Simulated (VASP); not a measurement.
For cubic MgO (rock salt), LDA (Ceperley-Alder, Perdew-Zunger), VASP's LDA PAW potentials (set 64) in VASP 6.6.1 gives ε∞ = 3.09, a static ε₀ = 9.15 and a transverse optical mode at 424 cm⁻¹.

Task: Estimate the longitudinal optical frequency at Γ.

Result: By the Lyddane-Sachs-Teller relation, ω_LO = ω_TO √(ε₀/ε∞) = 424 × √(9.15/3.09) = 730 cm⁻¹.

Measured: ε∞ 2.96 at 296 K (computed value off by +4.5 %), as given by R. E. Stephens and I. H. Malitson. Index of refraction of magnesium oxide, J. Res. Natl. Bur. Stand. 49 249-252 (1952) [long-wavelength limit of the electronic terms of a dispersion formula fitted to measured refractive indices over 0.36-5.4 um; lattice terms left out].

The compound is MgO in the rock salt structure. It was relaxed first.
